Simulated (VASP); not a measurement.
Calculation: PBE GGA, VASP's PBE PAW potentials (set 64) (plane waves; VASP 6.6.1).

The input files of a VASP run:

### POSCAR
```
Lu
1
    1.7742395539    -3.0730731408     0.0000000000
    1.7742395539     3.0730731408     0.0000000000
    0.0000000000     0.0000000000     5.5392679253
Lu
2
Direct
  0.3333330000   0.6666670000   0.2500000000
  0.6666670000   0.3333330000   0.7500000000
```

File KPOINTS:
```
K-points
0
G
  12 12 6
```

INCAR:
```
SYSTEM = Lu
PREC = Accurate
ENCUT = 480
EDIFF = 1E-7
NELM = 100
ALGO = Normal
LREAL = .FALSE.
LASPH = .TRUE.
ISMEAR = 1
SIGMA = 0.1
GGA = PE
LMAXMIX = 6
LWAVE = .FALSE.
LCHARG = .FALSE.
ISIF = 2
```

POTCAR, in this order: Lu_3 (PBE.64 set). Program: vasp_std.

Q: Estimate the energy per atom (σ→0), pressure, band gap (on the k-mesh).

A: 
| Property | Value |
|---|---|
| energy per atom (σ→0) | -4.451 eV/atom |
| band gap (on the k-mesh) | none (metal, semimetal or under 0.01 eV) |
| pressure | -1.28 GPa |

### OSZICAR
```
...
DAV:   7    -0.890135688423E+01   -0.48013E-02   -0.70728E-02  3227   0.575E+00    0.360E-01
DAV:   8    -0.890118970203E+01    0.16718E-03   -0.50161E-03  3278   0.107E+00    0.763E-02
DAV:   9    -0.890120543931E+01   -0.15737E-04   -0.21520E-04  3379   0.219E-01    0.299E-02
DAV:  10    -0.890120050342E+01    0.49359E-05   -0.24715E-05  3379   0.830E-02    0.358E-02
DAV:  11    -0.890120108484E+01   -0.58141E-06   -0.18439E-06  3350   0.198E-02    0.234E-03
DAV:  12    -0.890120125798E+01   -0.17314E-06   -0.68205E-08  1918   0.676E-03    0.111E-03
DAV:  13    -0.890120125354E+01    0.44381E-08   -0.24781E-08  1763   0.924E-03
   1 F= -.89012013E+01 E0= -.89012915E+01  d E =0.270691E-03
```

The compound is Lu in the hcp structure. This cell was strained or had an atom moved on purpose.
